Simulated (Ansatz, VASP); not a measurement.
# Si (amorphous Si at 2.15 g/cm^3): VASP beside Ansatz

Wanted: the spread between two codes on one cell, functional and k mesh. Of the first pair: The cell is taken from a series of runs on this material, whose earlier steps may have relaxed, scaled, displaced or heated it; both programs get it as it stands.

Program: Ansatz 0.2.0. Level of theory: plane waves, with VASP 6.6.1 beside it; single point at PBE. Results are calculated unless marked as measured.

**1. Set-up**

The cell holds 80 atoms: 80 Si. Cell: a = 12.011 Å, b = 12.011 Å, c = 12.011 Å, α = 90.0°, β = 90.0°, γ = 90.0°. As first built, before any earlier steps moved the atoms (in the runner's words): 80 atoms (80 Si) placed at random at 2.15 g/cm^3, melted at 2500 K for 10 ps at fixed volume with the modified Tersoff potential (Kumagai, Izumi, Hara and Sakai, Comput. Mater. Sci. 39, 457 (2007)). Quenched from 2500 K to 300 K at 10 K/ps and fixed volume, annealed at 800 K for 20 ps, held 5 ps, then minimised at fixed cell.

**2. Ansatz: single point, PBE, pair 1**

Ansatz runs on its default PAW (the set named soft_2) files.

A single point gives forces, pressure and levels at one fixed geometry, so differences don't come from the geometry; what else differs is listed under the comparison.

File input.yaml:

```yaml
crystal:
  lattice:
    - [12.0113, 0.0, 0.0]
    - [0.0, 12.0113, 0.0]
    - [0.0, 0.0, 12.0113]
  atoms:
    - { symbol: Si, position: [0.07678, 0.5656, 0.80585] }
    - { symbol: Si, position: [0.59024, 0.00952, 0.55135] }
    - { symbol: Si, position: [0.06834, 0.36622, 0.53476] }
    - { symbol: Si, position: [0.51212, 0.50897, 0.71436] }
    - { symbol: Si, position: [0.60436, 0.22822, 0.74537] }
    - { symbol: Si, position: [0.79979, 0.52312, 0.13484] }
    - { symbol: Si, position: [0.54828, 0.59815, 0.33448] }
    - { symbol: Si, position: [0.50801, 0.18308, 0.57615] }
    - { symbol: Si, position: [0.63521, 0.92626, 0.72561] }
    - { symbol: Si, position: [0.62556, 0.06573, 0.86453] }
    - { symbol: Si, position: [0.44298, 0.26771, 0.16007] }
    - { symbol: Si, position: [0.7463, 0.1939, 0.13367] }
    - { symbol: Si, position: [0.2891, 0.28231, 0.77905] }
    - { symbol: Si, position: [0.59537, 0.14888, 0.25067] }
    - { symbol: Si, position: [0.19, 0.37598, 0.20798] }
    - { symbol: Si, position: [0.24811, 0.99192, 0.6565] }
    - { symbol: Si, position: [0.06149, 0.13945, 0.02755] }
    - { symbol: Si, position: [0.47638, 0.8764, 0.46479] }
    - { symbol: Si, position: [0.35675, 0.83433, 0.61141] }
    - { symbol: Si, position: [0.67798, 0.49008, 0.60563] }
    - { symbol: Si, position: [0.00517, 0.99844, 0.43514] }
    - { symbol: Si, position: [0.51872, 0.38864, 0.01504] }
    - { symbol: Si, position: [0.86713, 0.13993, 0.43376] }
    - { symbol: Si, position: [0.0861, 0.94784, 0.08263] }
    - { symbol: Si, position: [0.21571, 0.24687, 0.45802] }
    - { symbol: Si, position: [0.69982, 0.04707, 0.39332] }
    - { symbol: Si, position: [0.09448, 0.85101, 0.90764] }
    - { symbol: Si, position: [0.00533, 0.62591, 0.10591] }
    - { symbol: Si, position: [0.534, 0.27826, 0.40208] }
    - { symbol: Si, position: [0.14816, 0.66999, 0.96584] }
    - { symbol: Si, position: [0.33838, 0.70012, 0.03777] }
    - { symbol: Si, position: [0.4825, 0.01134, 0.994] }
    - { symbol: Si, position: [0.24095, 0.68648, 0.55771] }
    - { symbol: Si, position: [0.38772, 0.85888, 0.92202] }
    - { symbol: Si, position: [0.48552, 0.80331, 0.76402] }
    - { symbol: Si, position: [0.24081, 0.64278, 0.35697] }
    - { symbol: Si, position: [0.503, 0.58835, 0.01435] }
    - { symbol: Si, position: [0.05433, 0.98458, 0.62662] }
    - { symbol: Si, position: [0.54206, 0.97149, 0.1745] }
    - { symbol: Si, position: [0.34234, 0.52246, 0.6066] }
    - { symbol: Si, position: [0.91539, 0.18019, 0.90341] }
    - { symbol: Si, position: [0.79166, 0.80051, 0.72406] }
    - { symbol: Si, position: [0.98886, 0.83866, 0.73764] }
    - { symbol: Si, position: [0.73946, 0.86176, 0.34292] }
    - { symbol: Si, position: [0.31499, 0.17269, 0.61391] }
    - { symbol: Si, position: [0.64936, 0.44169, 0.414] }
    - { symbol: Si, position: [0.18241, 0.43133, 0.69092] }
    - { symbol: Si, position: [0.75614, 0.67225, 0.57643] }
    - { symbol: Si, position: [0.67288, 0.82432, 0.16451] }
    - { symbol: Si, position: [0.39576, 0.90262, 0.28257] }
    - { symbol: Si, position: [0.06271, 0.22737, 0.20331] }
    - { symbol: Si, position: [0.37739, 0.71559, 0.23559] }
    - { symbol: Si, position: [0.22727, 0.15295, 0.92134] }
    - { symbol: Si, position: [0.38034, 0.5119, 0.40903] }
    - { symbol: Si, position: [0.71448, 0.36501, 0.04148] }
    - { symbol: Si, position: [0.4717, 0.34907, 0.82492] }
    - { symbol: Si, position: [0.34241, 0.12232, 0.07579] }
    - { symbol: Si, position: [0.34429, 0.33614, 0.33125] }
    - { symbol: Si, position: [0.62205, 0.74193, 0.44644] }
    - { symbol: Si, position: [0.95868, 0.8132, 0.15632] }
    - { symbol: Si, position: [0.24292, 0.00457, 0.20236] }
    - { symbol: Si, position: [0.90491, 0.55542, 0.92499] }
    - { symbol: Si, position: [0.87902, 0.24675, 0.26996] }
    - { symbol: Si, position: [0.0632, 0.6839, 0.64424] }
    - { symbol: Si, position: [0.98083, 0.50017, 0.408] }
    - { symbol: Si, position: [0.82324, 0.43082, 0.311] }
    - { symbol: Si, position: [0.63225, 0.63124, 0.157] }
    - { symbol: Si, position: [0.58007, 0.64727, 0.84425] }
    - { symbol: Si, position: [0.77201, 0.7065, 0.89512] }
    - { symbol: Si, position: [0.10244, 0.54106, 0.26034] }
    - { symbol: Si, position: [0.80714, 0.85936, 0.03036] }
    - { symbol: Si, position: [0.93494, 0.67192, 0.4922] }
    - { symbol: Si, position: [0.97213, 0.13418, 0.72075] }
    - { symbol: Si, position: [0.24048, 0.96862, 0.85047] }
    - { symbol: Si, position: [0.14123, 0.10585, 0.33848] }
    - { symbol: Si, position: [0.78044, 0.0591, 0.98511] }
    - { symbol: Si, position: [0.76502, 0.34019, 0.7028] }
    - { symbol: Si, position: [0.83711, 0.36765, 0.88668] }
    - { symbol: Si, position: [0.93263, 0.82762, 0.35851] }
    - { symbol: Si, position: [0.90856, 0.25816, 0.58907] }
kpoints:
  mp_grid: { grid: [1, 1, 1] }
hamiltonian:
  xc: pbe
scf:
  occupations: { method: fermi_dirac, width: 0.025 }
output:
  forces: true
```

Started as:

```
> ansatz run input.yaml --threads 4 --pin off --max-ram 8192MiB --backend cpu --events-out ev --progress --plain --runs-dir out
```

Numbers of over 12 decimals in the logs are rounded to 6 here.

The log of the run:

```text
Engine: ansatz 0.2.0, x86_64-unknown-linux-gnu
Pseudopotentials: kind: paw
Pseudopotential: Si, paw, valence charge 4, recommended cutoff 420 eV (normal), Si.paw.azcp
Functional definition: PBE
  parameter kappa = 0.804
  parameter beta = 0.066725
  exchange = pbe_x(kappa = kappa, mu = beta*pi^2/3)
  correlation = pbe_c(beta = beta)
Crystal: 80 atoms, lattice volume = 1732.886 Å³
Basis set: ecut = 420 eV, 33833 PW (Γ), exchange–correlation on 162×162×162 points (8 copies of the dense FFT grid, shifted against one another)
Bands: 240, of which v1, the nominal top of the filled ones, is band 160 counted from 1 (159 counted from 0)
Symmetry: 1 space group operations
Space group: P1 (ITA 1), of the structure as read, at distance tolerance 1.2e-4 Å
k-points: 1
Non-local potential: Si, projectors of the file, l = 0: 2, l = 1: 2, l = 2: 2
PAW form: soft (Blöchl's): semilocal exchange-correlation on the pseudo side does not see the compensation charge
PAW one-centre angular grid: Si, 110 points (default); XC on 64 Gauss nodes
Initial density: superposition of atomic densities (neutral atoms: chi_scale 0, normalization atom), corrected by the library's trained network
Initial wavefunctions: pseudopotential atomic-orbital guess
Functional: x = pbe(κ = 0.804, μ = 0.219515), c = pbe(β = 0.066725)
SCF iter   1: F=—  HF=-50848.042104 eV  |F-HF|=—  |Δ(HF+E_count)|=         —  Δρ=3.13e-3  dr2=4.58e-1  ethr=1.77e-3  ⟨swp⟩=6.0  Hψ=1108  notcnv=0  defer=40
preconditioner: auto → Kerker (q_TF=auto, 2.059 Å⁻¹)  [metal: Δε(μ)=0.040 eV  Ē_g=7.479 eV  σ=0.025 eV  W_gap=0.38  n_scr=250 (ndim 8)  ℏωp=16.0 eV  f_vac=0.006  D(μ)=37.07/eV (n_scr^D=250)]
SCF iter   2: F=—  HF=-50848.020505 eV  |F-HF|=—  |Δ(HF+E_count)|=   2.16e-2  Δρ=1.79e-3  dr2=1.30e-1  ethr=1.43e-4  ⟨swp⟩=1.0  Hψ=276  notcnv=0  defer=64
SCF iter   3: F=—  HF=-50848.009692 eV  |F-HF|=—  |Δ(HF+E_count)|=   1.08e-2  Δρ=6.11e-4  dr2=3.52e-2  ethr=4.07e-5  ⟨swp⟩=3.0  Hψ=331  notcnv=0  defer=64
SCF iter   4: F=—  HF=-50848.010286 eV  |F-HF|=—  |Δ(HF+E_count)|=   5.94e-4  Δρ=2.19e-4  dr2=3.55e-3  ethr=1.10e-5  ⟨swp⟩=1.0  Hψ=176  notcnv=0  defer=64
SCF iter   5: F=—  HF=-50848.011374 eV  |F-HF|=—  |Δ(HF+E_count)|=   1.09e-3  Δρ=8.00e-5  dr2=7.10e-4  ethr=1.11e-6  ⟨swp⟩=2.0  Hψ=248  notcnv=0  defer=64
SCF iter   6: F=—  HF=-50848.011516 eV  |F-HF|=—  |Δ(HF+E_count)|=   1.41e-4  Δρ=3.55e-5  dr2=1.16e-4  ethr=2.22e-7  ⟨swp⟩=2.0  Hψ=248  notcnv=0  defer=64
SCF iter   7: F=—  HF=-50848.011580 eV  |F-HF|=—  |Δ(HF+E_count)|=   6.47e-5  Δρ=1.58e-5  dr2=2.84e-5  ethr=3.63e-8  ⟨swp⟩=2.0  Hψ=317  notcnv=0  defer=64
SCF iter   8: F=—  HF=-50848.012475 eV  |F-HF|=—  |Δ(HF+E_count)|=   8.95e-4  Δρ=6.95e-6  dr2=4.19e-6  ethr=8.86e-9  ⟨swp⟩=3.0  Hψ=492  notcnv=0  defer=64
SCF iter   9: F=—  HF=-50848.012477 eV  |F-HF|=—  |Δ(HF+E_count)|=   1.42e-6  Δρ=2.65e-6  dr2=6.23e-7  ethr=1.31e-9  ⟨swp⟩=2.0  Hψ=274  notcnv=0  defer=64
SCF iter  10: F=—  HF=-50848.012477 eV  |F-HF|=—  |Δ(HF+E_count)|=   2.22e-7  Δρ=1.05e-6  dr2=1.23e-7  ethr=1.95e-10  ⟨swp⟩=2.0  Hψ=260  notcnv=0  defer=64
SCF iter  11: F=-50848.012477 eV  HF=-50848.012477 eV  |F-HF|=8.66e-10  |Δ(HF+E_count)|=   5.49e-8  Δρ=4.40e-7  dr2=1.84e-8  ethr=3.13e-11  ⟨swp⟩=4.0  Hψ=706  notcnv=0
SCF 1 converged in 11 iterations: F = -50848.012477 eV  dr2 = 1.84e-8
  greatest PAW one-centre occupation: 0.671 electrons in one spin orbital (limit 2), on the Si atom at site 14 (counted from 0), in its partial waves of l = 0
SCF converged after 11 iterations
Free energy (F): -50848.012477 eV
Harris-Foulkes:  -50848.012477 eV  (|F-HF|=8.66e-10)
Internal energy: -50847.934330 eV  (E = F + TS)
E sigma→0 (E₀):  -50847.973403 eV
Entropy (-TS):   -0.078147 eV (-0.977 meV/atom)
Fermi energy:    5.630825 eV
--- Per-component energies (eV) ---
  E_band       = 166.520578
  E_kinetic    = 3166.830543
  E_local      = -3070.713249  (includes V_loc(G=0)·N_el)
  E_nonlocal   = 2060.864692
  E_hartree    = 950.157570
  E_xc         = -4388.293291
  E_vxc        = -3703.288173  (∫ρ·V_xc dr)
  E_paw        = -41010.788299  (= ΣΔE_a)
  E_vpaw       = -187.487493  (= ΣTr[D̂ρ^β])
  E_aug_tail   = 0.000506  (compensation charges beyond the density's cutoff)
  E_ewald      = -8555.992803
  E_smearing   = -0.078147  (= −TS)
  E_closure    = 0.000000  (closes the sum)
  Σ components = -50848.012477   (vs F -50848.012477, Δ=0.00e0)
--- Forces (eV/Å), atoms counted from 1 ---
  atom   1  Si     0.23938377    -0.18306315    -0.35770130
  atom   2  Si    -0.16779592     0.04750225    -0.51854204
  atom   3  Si     0.15036223     0.15596123    -0.09794966
  atom   4  Si     0.14626062     0.04635341     0.11589498
  atom   5  Si    -0.21381764    -0.02267148     0.04970472
  atom   6  Si    -0.51955291    -0.03035949     0.47345508
  atom   7  Si    -0.00922461    -0.37656705     0.29862523
  atom   8  Si     0.11511993     0.00167941     0.21359559
  atom   9  Si     0.22137400    -0.16974237    -0.04565582
  atom  10  Si    -0.14091391     0.18189916    -0.02366710
  atom  11  Si    -0.44023587     0.35531401     0.21857837
  atom  12  Si     0.09810677    -0.25001340     0.08152865
  atom  13  Si    -0.33645224    -0.03676933    -0.09340658
  atom  14  Si     0.06595861     0.05782762     0.19287707
  atom  15  Si     0.09306419    -0.12408489    -0.49307640
  atom  16  Si     0.20023491    -0.02523561     0.07540208
  atom  17  Si    -0.06636854     0.06312057    -0.21705571
  atom  18  Si     0.06748985     0.06909140     0.34951857
  atom  19  Si    -0.07792361    -0.28811269    -0.19183786
  atom  20  Si    -0.22207908    -0.03264981     0.09942021
  atom  21  Si    -0.10201130     0.07400507    -0.10872141
  atom  22  Si    -0.29994633     0.21615481    -0.02477164
  atom  23  Si    -0.14751567    -0.01938071    -0.06254654
  atom  24  Si    -0.23271001    -0.23182155     0.13400991
[...]
atom  73  Si     0.25575345     0.16559693    -0.00596541
  atom  74  Si     0.08424878    -0.10452735    -0.05978759
  atom  75  Si    -0.05366657    -0.11331323    -0.24297040
  atom  76  Si    -0.06933684     0.01025159     0.15662659
  atom  77  Si     0.03909544     0.18897392    -0.09273710
  atom  78  Si    -0.23240192    -0.18332326    -0.06005923
  atom  79  Si    -0.09568686    -0.07803109     0.17905301
  atom  80  Si    -0.25250434    -0.19592281     0.28893399
  max |Σ_I F_I| component: 3.64e-5 eV/Å
```

Reading the cycles: dr2 is the Hartree energy of the density residual (eV), the measure of convergence; HF is the Harris–Foulkes estimate of the energy, which meets the free energy F at convergence.

**3. VASP: single point, PBE, pair 1**

The same cell, functional, mesh and smearing now go to VASP, with its own data sets.

Lines of VASP's logs that name or quote its potential files are left out, and so is its time.

File INCAR:

```
SYSTEM = Si
PREC = Accurate
ENCUT = 400
EDIFF = 1E-06
NELM = 120
ISMEAR = -1
SIGMA = 0.025
LREAL = Auto
ALGO = Normal
GGA = PE
NBANDS = 216
LORBIT = 11
LWAVE = .FALSE.
LCHARG = .FALSE.
ISIF = 2
LASPH = .TRUE.
GGA_COMPAT = .FALSE.
NCORE = 2
```

File POSCAR:

```
Si
1.0
   12.0113000000      0.0000000000      0.0000000000
    0.0000000000     12.0113000000      0.0000000000
    0.0000000000      0.0000000000     12.0113000000
Si
80
Direct
    0.0767800000      0.5656000000      0.8058500000
    0.5902400000      0.0095200000      0.5513500000
    0.0683400000      0.3662200000      0.5347600000
    0.5121200000      0.5089700000      0.7143600000
    0.6043600000      0.2282200000      0.7453700000
    0.7997900000      0.5231200000      0.1348400000
    0.5482800000      0.5981500000      0.3344800000
    0.5080100000      0.1830800000      0.5761500000
    0.6352100000      0.9262600000      0.7256100000
    0.6255600000      0.0657300000      0.8645300000
    0.4429800000      0.2677100000      0.1600700000
    0.7463000000      0.1939000000      0.1336700000
    0.2891000000      0.2823100000      0.7790500000
    0.5953700000      0.1488800000      0.2506700000
    0.1900000000      0.3759800000      0.2079800000
    0.2481100000      0.9919200000      0.6565000000
    0.0614900000      0.1394500000      0.0275500000
    0.4763800000      0.8764000000      0.4647900000
    0.3567500000      0.8343300000      0.6114100000
    0.6779800000      0.4900800000      0.6056300000
    0.0051700000      0.9984400000      0.4351400000
    0.5187200000      0.3886400000      0.0150400000
    0.8671300000      0.1399300000      0.4337600000
    0.0861000000      0.9478400000      0.0826300000
    0.2157100000      0.2468700000      0.4580200000
    0.6998200000      0.0470700000      0.3933200000
    0.0944800000      0.8510100000      0.9076400000
    0.0053300000      0.6259100000      0.1059100000
    0.5340000000      0.2782600000      0.4020800000
    0.1481600000      0.6699900000      0.9658400000
    0.3383800000      0.7001200000      0.0377700000
    0.4825000000      0.0113400000      0.9940000000
    0.2409500000      0.6864800000      0.5577100000
    0.3877200000      0.8588800000      0.9220200000
    0.4855200000      0.8033100000      0.7640200000
    0.2408100000      0.6427800000      0.3569700000
    0.5030000000      0.5883500000      0.0143500000
    0.0543300000      0.9845800000      0.6266200000
    0.5420600000      0.9714900000      0.1745000000
    0.3423400000      0.5224600000      0.6066000000
    0.9153900000      0.1801900000      0.9034100000
    0.7916600000      0.8005100000      0.7240600000
    0.9888600000      0.8386600000      0.7376400000
    0.7394600000      0.8617600000      0.3429200000
    0.3149900000      0.1726900000      0.6139100000
    0.6493600000      0.4416900000      0.4140000000
    0.1824100000      0.4313300000      0.6909200000
    0.7561400000      0.6722500000      0.5764300000
    0.6728800000      0.8243200000      0.1645100000
    0.3957600000      0.9026200000      0.2825700000
    0.0627100000      0.2273700000      0.2033100000
    0.3773900000      0.7155900000      0.2355900000
    0.2272700000      0.1529500000      0.9213400000
    0.3803400000      0.5119000000      0.4090300000
    0.7144800000      0.3650100000      0.0414800000
    0.4717000000      0.3490700000      0.8249200000
    0.3424100000      0.1223200000      0.0757900000
    0.3442900000      0.3361400000      0.3312500000
    0.6220500000      0.7419300000      0.4464400000
    0.9586800000      0.8132000000      0.1563200000
    0.2429200000      0.0045700000      0.2023600000
    0.9049100000      0.5554200000      0.9249900000
    0.8790200000      0.2467500000      0.2699600000
    0.0632000000      0.6839000000      0.6442400000
    0.9808300000      0.5001700000      0.4080000000
    0.8232400000      0.4308200000      0.3110000000
    0.6322500000      0.6312400000      0.1570000000
    0.5800700000      0.6472700000      0.8442500000
    0.7720100000      0.7065000000      0.8951200000
    0.1024400000      0.5410600000      0.2603400000
    0.8071400000      0.8593600000      0.0303600000
    0.9349400000      0.6719200000      0.4922000000
    0.9721300000      0.1341800000      0.7207500000
    0.2404800000      0.9686200000      0.8504700000
    0.1412300000      0.1058500000      0.3384800000
    0.7804400000      0.0591000000      0.9851100000
    0.7650200000      0.3401900000      0.7028000000
    0.8371100000      0.3676500000      0.8866800000
    0.9326300000      0.8276200000      0.3585100000
    0.9085600000      0.2581600000      0.5890700000
```

File KPOINTS:

```
Automatic mesh
0
Gamma
1 1 1
0 0 0
```

The projector-augmented-wave data sets are Si (PBE family, release 64).

Started as:

```
> mpirun -np 8 vasp_gam
```

The log of the run:

```text
[banner, memory and clock lines left out]
running    8 mpi-ranks, on    1 nodes
[...]
LDA part: xc-table for (Slater+PW92), standard interpolation
 POSCAR, INCAR and KPOINTS ok, starting setup
[...]
entering main loop
       N       E                     dE             d eps       ncg     rms          rms(c)
DAV:   1     0.136101282522E+04    0.13610E+04   -0.11812E+05   432   0.105E+03
DAV:   2    -0.256196200374E+03   -0.16172E+04   -0.15101E+04   544   0.193E+02
DAV:   3    -0.419822832216E+03   -0.16363E+03   -0.15906E+03   544   0.561E+01
DAV:   4    -0.425143541456E+03   -0.53207E+01   -0.52652E+01   536   0.121E+01
[...]
DAV:  17    -0.417152541909E+03   -0.56476E-04   -0.13137E-04   488   0.180E-02    0.138E-02
DAV:  18    -0.417152550446E+03   -0.85372E-05   -0.14833E-05   520   0.697E-03    0.104E-02
DAV:  19    -0.417152550482E+03   -0.35121E-07   -0.32696E-06   392   0.347E-03
   1 F= -.41715255E+03 E0= -.41711346E+03  d E =-.781860E-01
```

From OUTCAR (step 3):

```text
  FREE ENERGIE OF THE ION-ELECTRON SYSTEM (eV)
  ---------------------------------------------------
  free  energy   TOTEN  =      -417.1525504816 eV

  energy  without entropy=     -417.0743645132  energy(sigma->0) =     -417.11345750
```

The gap is under twice the smearing width, so the edge states are partly filled and the run can't tell a small gap from a semimetal.

**4. Comparison**

Known differences besides the potentials themselves: the cutoff is 420 eV in Ansatz and 400 eV in VASP (PREC = Accurate, projectors in real space). Total energies have different zeros and are not compared.

Forces on 8 of the 80 atoms, those with the largest forces and the largest differences (eV/Å; atoms numbered as in POSCAR):

```csv
atom,"Ansatz x, y, z","VASP x, y, z"
Si6,"-0.520, -0.030, 0.473","-0.525, -0.033, 0.477"
Si26,"0.219, -0.042, 0.770","0.221, -0.043, 0.773"
Si28,"0.054, -0.037, -0.732","0.056, -0.036, -0.729"
Si47,"0.061, -0.045, 0.689","0.063, -0.045, 0.688"
Si50,"0.192, -0.060, -0.122","0.198, -0.063, -0.124"
Si58,"0.839, -0.140, -0.227","0.838, -0.136, -0.222"
Si62,"0.724, -0.003, -0.311","0.722, -0.003, -0.310"
Si69,"-0.281, -0.134, -0.604","-0.278, -0.134, -0.607"
```

The forces differ by 2.1 meV/Å r.m.s., which is 0.9 % of the r.m.s. force of 0.220 eV/Å (both taken over all components).

(Part 1 of 3 ends here.)

[Lines on the potential files, build, host, timing and source positions are cut from VASP's logs without a mark.]

[Logs are printed without paths, hosts, clocks, repeated set-up lines and the standing remarks that a program may print on its own settings, such as how far it seeks lower states.]

[Hosts, paths, dates, database ids (printed as entryN), source tags and the programs' standing remarks are cut or masked in the printed files.]
